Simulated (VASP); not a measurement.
Data:

```xyz
3
Lattice="-1.6371 1.6371 4.0035 1.6371 -1.6371 4.0035 1.6371 1.6371 -4.0035" Properties=species:S:1:pos:R:3 pbc="T T T"
Si     0.0000     0.0000     5.3247
Si     0.0000     0.0000     2.6823
Mo     0.0000     0.0000     0.0000
```

The numbers are results of PBE GGA + U (Dudarev), VASP's PBE PAW potentials (set 64) (plane waves; VASP), not measurements. Numerical set-up: 400 eV cut-off, 12×12×12 Γ-centred mesh, first-order Methfessel-Paxton smearing of 0.10 eV, potentials Si Mo_sv, U − J: Mo 3.00 eV.

Question: Which forces act on the atoms, in eV/Å?

Answer: 
| atom | Fx | Fy | Fz |
|---|---|---|---|
| Si1 | 0.000 | 0.000 | -0.238 |
| Si2 | 0.000 | 0.000 | 0.238 |
| Mo3 | 0.000 | 0.000 | 0.000 |

Question: Give the stress tensor in GPa (positive for a compressed cell).

Answer: 
```
-7.78   0.00   0.00
 0.00  -7.78   0.00
 0.00   0.00  -9.11
```
The pressure is its mean diagonal, -8.22 GPa.

The compound is MoSi2 in the MoSi2 type structure. The cell was not relaxed at this level. The run is one of a series of settings (LDAU = .TRUE., LDAUJ = 0 0, LDAUL = -1 2, LDAUTYPE = 2, LDAUU = 0 3.0 against the base run), some of them coarse on purpose.
